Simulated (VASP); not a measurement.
A convergence study with VASP on CaS (rock salt): one setting is varied, all else stays as given below, so the limit is that of these other settings. Each run relaxes cell and ions from the cell shown.

```yaml
crystal:
  lattice:
    - [0.00000, 2.84500, 2.84500]
    - [2.84500, 0.00000, 2.84500]
    - [2.84500, 2.84500, 0.00000]
  atoms:
    - { symbol: Ca, position: [0.00000, 0.00000, 0.00000] }
    - { symbol: S, position: [0.50000, 0.50000, 0.50000] }
```

Calculation: PBE GGA, VASP's PBE PAW potentials (set 64) (plane waves; VASP). The tightest run used: 550 eV cut-off, 12×12×12 Γ-centred mesh, Gaussian smearing of 0.050 eV, potentials Ca_sv S.

Gaps are read on the run's mesh, which can miss a band edge.

Task: The settings run are 2×2×2 mesh; 3×3×3 mesh; 4×4×4 mesh; 5×5×5 mesh; 6×6×6 mesh; 8×8×8 mesh; 9×9×9 mesh; 10×10×10 mesh; 11×11×11 mesh; 12×12×12 mesh. From which on does the relaxed volume stay within 0.1 Å³/atom of the tightest run?

Result: From 4×4×4 mesh on: it is off by 0.039 there and by no more than 0.1 in any finer run, while 3×3×3 mesh is off by 0.183.
```csv
setting,relaxed volume (Å³/atom),E (eV/atom),gap on the mesh (eV),irreducible k-points,difference judged (Å³/atom)
2×2×2 mesh,24.548,-4.9049,2.293,3,1.191
3×3×3 mesh,23.541,-5.1507,2.708,4,0.183
4×4×4 mesh,23.397,-5.1773,2.378,8,0.039
5×5×5 mesh,23.368,-5.1816,2.509,10,0.010
6×6×6 mesh,23.361,-5.1824,2.383,16,0.003
8×8×8 mesh,23.358,-5.1827,2.383,29,0.000
9×9×9 mesh,23.358,-5.1827,2.423,35,0.000
10×10×10 mesh,23.358,-5.1827,2.383,47,0.000
11×11×11 mesh,23.358,-5.1827,2.410,56,0.000
12×12×12 mesh,23.358,-5.1827,2.383,72,0.000
```

Left out are rungs that failed or repeat a setting and relaxations that didn't move; long series are thinned to 24 rows.

The compound is CaS in the rock salt structure.
